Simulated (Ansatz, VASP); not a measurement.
# TaAl4 in VASP and in Ansatz

```xyz
5
Lattice="4.6976 0.0000 0.0000 0.0000 4.6976 0.0000 0.0000 0.0000 4.6976" Properties=species:S:1:pos:R:3 pbc="T T T"
Ta    2.3488    2.3488    2.3488
Al    2.3488    0.0000    0.0000
Al    0.0000    2.3488    0.0000
Al    0.0000    0.0000    2.3488
Al    0.0000    0.0000    0.0000
```

Alike in both runs: functional PBE; k mesh 8 × 8 × 8; occupations gaussian, width 0.1 eV; no spin polarisation.

Ansatz relaxed the structure, and its values are those at the end. VASP's run is a single point on that final structure, the one shown.

|  | VASP | Ansatz |
| --- | --- | --- |
| version | VASP 6.6.1 | Ansatz 0.2.0 |
| potentials or method | VASP PAW PBE potentials, release 64 (Ta_pv, Al) | scalar-relativistic, plane waves, PAW |
| plane-wave cutoff (eV) | 520 | 420 |
| valence electrons in the cell | 23 | 25 |

```csv
,VASP,Ansatz,Ansatz less VASP
gap on the k mesh at the Fermi level (eV),none,none,-
pressure (GPa),0.0,0.0,-0.03
```

A gap of «none» marks a metal or a gap that the smearing closes. The two sets of potentials don't hold the same shells in valence.

The runs have no spin-orbit coupling, so splittings on Ta are missing.
